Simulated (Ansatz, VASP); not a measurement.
# Zn11P18O56 (glassy 45P2O5-55ZnO (mol %)): VASP beside Ansatz

Wanted: the spread between two codes on one cell, functional and k mesh. The structure shown is the start of the Ansatz relaxation below; VASP solves that cell, so the two are compared at the walk's first step.

Program: Ansatz 0.2.0. Level of theory: plane waves, with VASP 6.6.1 beside it; single point at PBEsol. Results are calculated unless marked as measured.

**1. The structure**

The cell holds 85 atoms: 18 P, 11 Zn and 56 O. Cell: a = 10.556 Å, b = 10.556 Å, c = 10.556 Å, α = 90.0°, β = 90.0°, γ = 90.0°. As first built, before any earlier steps moved the atoms (in the runner's words): 85 atoms (18 P, 11 Zn, 56 O) placed at random at 3.06 g/cm^3, melted at 4000 K for 10 ps at fixed volume with the Morse and Coulomb pair potential with partial charges (Pedone, Malavasi, Menziani, Cormack and Segre, J. Phys. Chem. B 110, 11780 (2006)). Quenched from 4000 K to 300 K at 500 K/ps and fixed volume, held 10 ps at zero pressure, then minimised at fixed cell.

**2. Ansatz: relaxation, PBEsol**

Ansatz runs on its PAW soft_1 files.

The two programs are compared at the cell with which this relaxation starts, whose forces are those of its first step.

Input file input.yaml:

```yaml
crystal:
  lattice:
    - [10.5564, 0.0, 0.0]
    - [0.0, 10.5564, 0.0]
    - [0.0, 0.0, 10.5564]
  atoms:
    - { symbol: P, position: [0.7373, 0.03783, 0.86867] }
    - { symbol: P, position: [0.70147, 0.87884, 0.34573] }
    - { symbol: P, position: [0.17997, 0.09679, 0.94094] }
    - { symbol: P, position: [0.65117, 0.24603, 0.2473] }
    - { symbol: P, position: [0.38736, 0.14636, 0.33458] }
    - { symbol: P, position: [0.17792, 0.43806, 0.80492] }
    - { symbol: P, position: [0.20759, 0.7269, 0.85433] }
    - { symbol: P, position: [0.74955, 0.62803, 0.91562] }
    - { symbol: P, position: [0.86576, 0.95554, 0.11313] }
    - { symbol: P, position: [0.33581, 0.88231, 0.22993] }
    - { symbol: P, position: [0.81993, 0.95101, 0.60136] }
    - { symbol: P, position: [0.03846, 0.18173, 0.1771] }
    - { symbol: P, position: [0.36219, 0.09352, 0.60947] }
    - { symbol: P, position: [0.95344, 0.45822, 0.51591] }
    - { symbol: P, position: [0.41517, 0.67164, 0.40626] }
    - { symbol: P, position: [0.54046, 0.3109, 0.69269] }
    - { symbol: P, position: [0.33765, 0.41653, 0.04502] }
    - { symbol: P, position: [0.09015, 0.76879, 0.11762] }
    - { symbol: Zn, position: [0.07489, 0.47445, 0.23355] }
    - { symbol: Zn, position: [0.43526, 0.93768, 0.86386] }
    - { symbol: Zn, position: [0.52025, 0.66787, 0.1089] }
    - { symbol: Zn, position: [0.05178, 0.17084, 0.64696] }
    - { symbol: Zn, position: [0.8755, 0.33921, 0.88543] }
    - { symbol: Zn, position: [0.80434, 0.22461, 0.5159] }
    - { symbol: Zn, position: [0.23987, 0.4085, 0.4726] }
    - { symbol: Zn, position: [0.53328, 0.62837, 0.68135] }
    - { symbol: Zn, position: [0.5197, 0.18838, 0.98387] }
    - { symbol: Zn, position: [0.9631, 0.70625, 0.71721] }
    - { symbol: Zn, position: [0.69918, 0.55314, 0.32975] }
    - { symbol: O, position: [0.80488, 0.16348, 0.86498] }
    - { symbol: O, position: [0.98941, 0.31395, 0.17886] }
    - { symbol: O, position: [0.65094, 0.3881, 0.25081] }
    - { symbol: O, position: [0.96875, 0.8523, 0.11487] }
    - { symbol: O, position: [0.13789, 0.16706, 0.06658] }
    - { symbol: O, position: [0.88654, 0.82858, 0.61111] }
    - { symbol: O, position: [0.7309, 0.74018, 0.3485] }
    - { symbol: O, position: [0.31933, 0.57197, 0.43916] }
    - { symbol: O, position: [0.89868, 0.06878, 0.58353] }
    - { symbol: O, position: [0.20529, 0.58363, 0.81524] }
    - { symbol: O, position: [0.40704, 0.29816, 0.08313] }
    - { symbol: O, position: [0.56839, 0.91539, 0.31704] }
    - { symbol: O, position: [0.69288, 0.6803, 0.0381] }
    - { symbol: O, position: [0.43121, 0.21839, 0.64946] }
    - { symbol: O, position: [0.2094, 0.39279, 0.67385] }
    - { symbol: O, position: [0.22147, 0.10521, 0.60968] }
    - { symbol: O, position: [0.34384, 0.02838, 0.25417] }
    - { symbol: O, position: [0.8748, 0.69332, 0.88398] }
    - { symbol: O, position: [0.51323, 0.44603, 0.65705] }
    - { symbol: O, position: [0.39956, 0.08423, 0.46769] }
    - { symbol: O, position: [0.5471, 0.29388, 0.83391] }
    - { symbol: O, position: [0.80163, 0.96522, 0.98262] }
    - { symbol: O, position: [0.23034, 0.44709, 0.13424] }
    - { symbol: O, position: [0.5209, 0.19174, 0.29721] }
    - { symbol: O, position: [0.73885, 0.93777, 0.47756] }
    - { symbol: O, position: [0.12167, 0.7893, 0.76151] }
    - { symbol: O, position: [0.77358, 0.48672, 0.92093] }
    - { symbol: O, position: [0.34988, 0.79272, 0.34618] }
    - { symbol: O, position: [0.04594, 0.41193, 0.8516] }
    - { symbol: O, position: [0.05581, 0.65422, 0.19353] }
    - { symbol: O, position: [0.08727, 0.12682, 0.29671] }
    - { symbol: O, position: [0.93525, 0.08261, 0.13298] }
    - { symbol: O, position: [0.59767, 0.03242, 0.89763] }
    - { symbol: O, position: [0.94828, 0.32536, 0.57599] }
    - { symbol: O, position: [0.66379, 0.18662, 0.11748] }
    - { symbol: O, position: [0.10738, 0.15586, 0.83402] }
    - { symbol: O, position: [0.74867, 0.1963, 0.34136] }
    - { symbol: O, position: [0.41718, 0.83536, 0.12316] }
    - { symbol: O, position: [0.6556, 0.25909, 0.62317] }
    - { symbol: O, position: [0.33961, 0.77819, 0.85591] }
    - { symbol: O, position: [0.06192, 0.45352, 0.42032] }
    - { symbol: O, position: [0.42026, 0.53211, 0.03073] }
    - { symbol: O, position: [0.27163, 0.39122, 0.91159] }
    - { symbol: O, position: [0.13429, 0.9644, 0.96604] }
    - { symbol: O, position: [0.49958, 0.62622, 0.29832] }
    - { symbol: O, position: [0.3222, 0.09021, 0.92539] }
    - { symbol: O, position: [0.65746, 0.65984, 0.80872] }
    - { symbol: O, position: [0.8278, 0.47958, 0.44924] }
    - { symbol: O, position: [0.197, 0.84551, 0.1872] }
    - { symbol: O, position: [0.75602, 0.97614, 0.73441] }
    - { symbol: O, position: [0.78286, 0.93086, 0.23061] }
    - { symbol: O, position: [0.14917, 0.72309, 0.99131] }
    - { symbol: O, position: [0.97602, 0.55497, 0.61813] }
    - { symbol: O, position: [0.31139, 0.26346, 0.36259] }
    - { symbol: O, position: [0.49079, 0.70672, 0.52211] }
    - { symbol: O, position: [0.4179, 0.98882, 0.68571] }
kpoints:
  mp_grid: { grid: [1, 1, 1] }
hamiltonian:
  xc: pbesol
  pseudopotentials: { kind: paw, azcp: { folder: soft_1 }, xc_functional: pbe }
scf:
  occupations: { method: fixed }
output:
  forces: true
relax:
  f_tol: 0.05
  max_steps: 150
  cell: {}
```

Launch:

```bash
$ ansatz run input.yaml --threads 4 --pin off --max-ram 8192MiB --backend cpu --events-out ev --progress --plain --runs-dir out
```

Numbers of over 12 decimals in the logs are rounded to 6 here.

The program printed:

```text
Engine: ansatz 0.2.0, aarch64-unknown-linux-gnu
Pseudopotentials: kind: paw
Pseudopotential: P, paw, valence charge 5, recommended cutoff 420 eV (normal), soft_1/P.paw.azcp
Pseudopotential: Zn, paw, valence charge 12, recommended cutoff 420 eV (normal), soft_1/Zn.paw.azcp
Pseudopotential: O, paw, valence charge 6, recommended cutoff 420 eV (normal), soft_1/O.paw.azcp
Functional definition: PBEsol
  exchange = pbesol_x
  correlation = pbesol_c
Crystal: 85 atoms, lattice volume = 1176.380 Å³
Basis set: ecut = 420 eV, 22983 PW (Γ), exchange–correlation on 144×144×144 points (8 copies of the dense FFT grid, shifted against one another)
Bands: 364, of which v1, the nominal top of the filled ones, is band 279 counted from 1 (278 counted from 0)
Symmetry: 1 space group operations
Space group: P1 (ITA 1), of the structure as read, at distance tolerance 1.1e-4 Å
k-points: 1
Non-local potential: P, projectors of the file, l = 0: 2, l = 1: 2, l = 2: 1
Non-local potential: Zn, projectors of the file, l = 0: 2, l = 1: 2, l = 2: 3, l = 3: 1
Non-local potential: O, projectors of the file, l = 0: 2, l = 1: 2, l = 2: 1
PAW form: soft (Blöchl's): semilocal exchange-correlation on the pseudo side does not see the compensation charge
PAW frozen core: P, regenerated for the run's functional, and the local potential with it (the file was generated under x = pbe(κ = 0.804, μ = 0.219515), c = pbe(β = 0.066725))
PAW frozen core: Zn, regenerated for the run's functional, and the local potential with it (the file was generated under x = pbe(κ = 0.804, μ = 0.219515), c = pbe(β = 0.066725))
PAW frozen core: O, regenerated for the run's functional, and the local potential with it (the file was generated under x = pbe(κ = 0.804, μ = 0.219515), c = pbe(β = 0.066725))
PAW one-centre angular grid: P, 110 points (default); XC on 64 Gauss nodes
PAW one-centre angular grid: Zn, 590 points (default); XC on 64 Gauss nodes
PAW one-centre angular grid: O, 110 points (default); XC on 64 Gauss nodes
Initial density: superposition of atomic densities (chi_scale 0.1, normalization cell, long waves 28 % of neutral atoms (reshape's long-wave potential 1.28 eV rms, cloud 1.88 Å wide))
Initial wavefunctions: pseudopotential atomic-orbital guess
Functional: x = pbesol(κ = 0.804, μ = 0.123457), c = pbesol(β = 0.046)
SCF iter   1: F=—  HF=-80884.011634 eV  |F-HF|=—  |Δ(HF+E_count)|=         —  Δρ=1.20e-1  dr2=1.53e2  ethr=3.10e-3  ⟨swp⟩=5.0  Hψ=1313  notcnv=0  defer=78
preconditioner: auto → Resta (q_TF=auto, 2.409 Å⁻¹)  ε∞=3.3  [insulator: Δε(μ)=1.834 eV  Ē_g=16.912 eV  n_scr=256 (ndim 8)  ℏωp=25.6 eV  f_vac=0.130  ε∞_Penn≈3.3]
SCF iter   2: F=—  HF=-80839.716904 eV  |F-HF|=—  |Δ(HF+E_count)|=    4.43e1  Δρ=3.78e-2  dr2=1.59e1  ethr=3.10e-3  ⟨swp⟩=4.0  Hψ=673  notcnv=0  defer=81
SCF iter   3: F=—  HF=-80834.507994 eV  |F-HF|=—  |Δ(HF+E_count)|=    5.21e0  Δρ=1.91e-2  dr2=4.36e0  ethr=2.86e-3  ⟨swp⟩=4.0  Hψ=594  notcnv=0  defer=82
SCF iter   4: F=—  HF=-80833.741225 eV  |F-HF|=—  |Δ(HF+E_count)|=   7.67e-1  Δρ=1.07e-2  dr2=8.38e-1  ethr=7.80e-4  ⟨swp⟩=6.0  Hψ=613  notcnv=0  defer=83
SCF iter   5: F=—  HF=-80833.641963 eV  |F-HF|=—  |Δ(HF+E_count)|=   9.93e-2  Δρ=2.99e-3  dr2=1.01e-1  ethr=1.50e-4  ⟨swp⟩=4.0  Hψ=717  notcnv=0  defer=82
SCF iter   6: F=—  HF=-80833.665793 eV  |F-HF|=—  |Δ(HF+E_count)|=   2.38e-2  Δρ=1.55e-3  dr2=2.29e-2  ethr=1.81e-5  ⟨swp⟩=4.0  Hψ=572  notcnv=0  defer=83
SCF iter   7: F=—  HF=-80833.665062 eV  |F-HF|=—  |Δ(HF+E_count)|=   7.31e-4  Δρ=6.04e-4  dr2=3.66e-3  ethr=4.11e-6  ⟨swp⟩=3.0  Hψ=673  notcnv=0  defer=83
SCF iter   8: F=—  HF=-80833.667857 eV  |F-HF|=—  |Δ(HF+E_count)|=   2.79e-3  Δρ=2.73e-4  dr2=7.76e-4  ethr=6.56e-7  ⟨swp⟩=3.0  Hψ=544  notcnv=0  defer=83
SCF iter   9: F=—  HF=-80833.668252 eV  |F-HF|=—  |Δ(HF+E_count)|=   3.95e-4  Δρ=1.72e-4  dr2=2.24e-4  ethr=1.39e-7  ⟨swp⟩=3.0  Hψ=722  notcnv=0  defer=83
SCF iter  10: F=—  HF=-80833.668263 eV  |F-HF|=—  |Δ(HF+E_count)|=   1.14e-5  Δρ=4.34e-5  dr2=2.32e-5  ethr=4.01e-8  ⟨swp⟩=2.0  Hψ=495  notcnv=0  defer=83
SCF iter  11: F=—  HF=-80833.670028 eV  |F-HF|=—  |Δ(HF+E_count)|=   1.77e-3  Δρ=2.98e-5  dr2=9.23e-6  ethr=4.17e-9  ⟨swp⟩=3.0  Hψ=672  notcnv=0  defer=81
SCF iter  12: F=—  HF=-80833.670031 eV  |F-HF|=—  |Δ(HF+E_count)|=   2.98e-6  Δρ=1.04e-5  dr2=1.33e-6  ethr=1.65e-9  ⟨swp⟩=3.0  Hψ=562  notcnv=0  defer=81
SCF iter  13: F=—  HF=-80833.670032 eV  |F-HF|=—  |Δ(HF+E_count)|=   2.98e-7  Δρ=5.45e-6  dr2=2.80e-7  ethr=2.38e-10  ⟨swp⟩=3.0  Hψ=671  notcnv=0  defer=81
SCF iter  14: F=-80833.670032 eV  HF=-80833.670032 eV  |F-HF|=3.39e-9  |Δ(HF+E_count)|=   4.09e-8  Δρ=2.71e-6  dr2=6.40e-8  ethr=1.79e-11  ⟨swp⟩=5.0  Hψ=1280  notcnv=0
SCF 1 converged in 14 iterations: F = -80833.670032 eV  dr2 = 6.40e-8
[...]
atom  64  O     -0.00353624     0.00250884    -0.00347811
  atom  65  O     -0.00021319     0.00188618     0.00077931
  atom  66  O     -0.00070627     0.00265424    -0.00011096
  atom  67  O     -0.00455313    -0.00078019    -0.00151294
  atom  68  O     -0.00760795    -0.00272810     0.00154198
  atom  69  O     -0.00337114    -0.00397457     0.00996715
  atom  70  O      0.00432642    -0.00038990    -0.00469337
  atom  71  O      0.00395660     0.00485900     0.00268960
  atom  72  O      0.00144175    -0.00525666     0.00039450
  atom  73  O     -0.00264733     0.00616098    -0.00239991
  atom  74  O     -0.00477574     0.00325828     0.00219103
  atom  75  O     -0.00530030     0.00012227     0.00189969
  atom  76  O     -0.00096023    -0.00013771     0.00175498
  atom  77  O      0.00556553    -0.00600559     0.00497624
  atom  78  O      0.00190453     0.00103647     0.00120474
  atom  79  O     -0.00190927     0.00263650     0.00375685
  atom  80  O      0.00469459     0.00224589    -0.00300710
  atom  81  O      0.00172187     0.00109797     0.00350394
  atom  82  O      0.00202470    -0.00570917    -0.00980384
  atom  83  O     -0.00341611     0.00103144     0.00509076
  atom  84  O     -0.00124615    -0.00032879    -0.00458953
  atom  85  O      0.00103486    -0.00192238     0.00135966
  max |Σ_I F_I| component: 3.22e-6 eV/Å
--- Stress (GPa, compression-positive) ---
       -0.004020       0.000155       0.005344
        0.000155      -0.004624      -0.000011
        0.005345      -0.000011      -0.016244
  P = ⅓ Tr σ = -0.0083 GPa (-0.083 kbar)
--- Relaxed structure (42 steps of the walk, 34 accepted, 2 SCFs on fresh bases) ---
  F+E_penalty+E_count = -80842.36598385 eV   max|allowed force component| = 1.919e-2 eV/Å   (the final SCF, on the basis selected at the relaxed cell)
  cell:  # Å, volume = 1050.8945 Å³
    - [10.363237, -0.060959, 0.056523]
    - [-0.060959, 10.452854, -0.163243]
    - [0.056523, -0.163243, 9.704455]
  atoms:
    - { symbol: P, position: [0.722948, 0.037883, 0.880693] }
    - { symbol: P, position: [0.721478, 0.857456, 0.345823] }
    - { symbol: P, position: [0.204357, 0.103509, 0.943713] }
    - { symbol: P, position: [0.659591, 0.260793, 0.241442] }
    - { symbol: P, position: [0.404667, 0.143363, 0.340469] }
    - { symbol: P, position: [0.154769, 0.424066, 0.813648] }
    - { symbol: P, position: [0.212169, 0.711080, 0.832732] }
    - { symbol: P, position: [0.736872, 0.604947, 0.936252] }
    - { symbol: P, position: [0.887294, 0.949462, 0.107188] }
    - { symbol: P, position: [0.335406, 0.878229, 0.230672] }
    - { symbol: P, position: [0.830807, 0.954739, 0.608029] }
    - { symbol: P, position: [0.036216, 0.191763, 0.177916] }
    - { symbol: P, position: [0.357877, 0.079253, 0.611342] }
    - { symbol: P, position: [0.968914, 0.452853, 0.494039] }
    - { symbol: P, position: [0.429086, 0.675490, 0.420749] }
    - { symbol: P, position: [0.516770, 0.317998, 0.671359] }
    - { symbol: P, position: [0.326701, 0.444277, 0.055856] }
    - { symbol: P, position: [0.093081, 0.757333, 0.118403] }
    - { symbol: Zn, position: [0.051017, 0.474495, 0.231793] }
    - { symbol: Zn, position: [0.396532, 0.940821, 0.889010] }
    - { symbol: Zn, position: [0.515778, 0.669596, 0.099002] }
    - { symbol: Zn, position: [0.070464, 0.185989, 0.642952] }
    - { symbol: Zn, position: [0.859369, 0.324014, 0.957793] }
    - { symbol: Zn, position: [0.787434, 0.228664, 0.508842] }
    - { symbol: Zn, position: [0.280109, 0.418416, 0.498692] }
    - { symbol: Zn, position: [0.492753, 0.619670, 0.721366] }
    - { symbol: Zn, position: [0.511483, 0.235316, 0.978356] }
    - { symbol: Zn, position: [0.940384, 0.697565, 0.724759] }
    - { symbol: Zn, position: [0.717398, 0.557929, 0.292883] }
    - { symbol: O, position: [0.807010, 0.153598, 0.869588] }
    - { symbol: O, position: [0.974165, 0.315480, 0.128986] }
    - { symbol: O, position: [0.627694, 0.392701, 0.297904] }
    - { symbol: O, position: [0.995018, 0.855803, 0.055923] }
    - { symbol: O, position: [0.165797, 0.169130, 0.094137] }
    - { symbol: O, position: [0.912483, 0.840035, 0.605122] }
    - { symbol: O, position: [0.762181, 0.725774, 0.379147] }
    - { symbol: O, position: [0.310290, 0.594592, 0.443877] }
    - { symbol: O, position: [0.894103, 0.085947, 0.600451] }
    - { symbol: O, position: [0.207815, 0.566346, 0.781780] }
    - { symbol: O, position: [0.411033, 0.339764, 0.106456] }
    - { symbol: O, position: [0.607788, 0.892682, 0.267631] }
    - { symbol: O, position: [0.702133, 0.634372, 0.094636] }
    - { symbol: O, position: [0.394529, 0.220139, 0.661465] }
    - { symbol: O, position: [0.177393, 0.355167, 0.674665] }
    - { symbol: O, position: [0.216516, 0.077511, 0.578511] }
    - { symbol: O, position: [0.331612, 0.028722, 0.251070] }
    - { symbol: O, position: [0.855918, 0.685992, 0.897565] }
    - { symbol: O, position: [0.450889, 0.445369, 0.632422] }
    - { symbol: O, position: [0.443321, 0.065892, 0.469404] }
    - { symbol: O, position: [0.562100, 0.322363, 0.817214] }
    - { symbol: O, position: [0.780743, 0.939688, 0.997601] }
    - { symbol: O, position: [0.221301, 0.484680, 0.155559] }
    - { symbol: O, position: [0.528362, 0.164466, 0.255159] }
[...]
- { symbol: O, position: [0.183799, 0.844621, 0.213433] }
    - { symbol: O, position: [0.735819, 0.952065, 0.742090] }
    - { symbol: O, position: [0.850760, 0.915448, 0.253756] }
    - { symbol: O, position: [0.173313, 0.701768, 0.996411] }
    - { symbol: O, position: [0.964363, 0.559523, 0.601200] }
    - { symbol: O, position: [0.324367, 0.256190, 0.374735] }
    - { symbol: O, position: [0.504273, 0.712139, 0.549330] }
    - { symbol: O, position: [0.414306, 0.976724, 0.694227] }
```

The column dr2 measures how far the density is from self-consistency, as an energy; F and HF (Harris–Foulkes) agree once it is small.

(Part 1 of 2 ends here.)

[Lines on the potential files, build, host, timing and source positions are cut from VASP's logs without a mark.]

[Logs are printed without paths, hosts, clocks, repeated set-up lines and the standing remarks that a program may print on its own settings, such as how far it seeks lower states.]

[Hosts, paths, dates, database ids (printed as entryN), source tags and the programs' standing remarks are cut or masked in the printed files.]
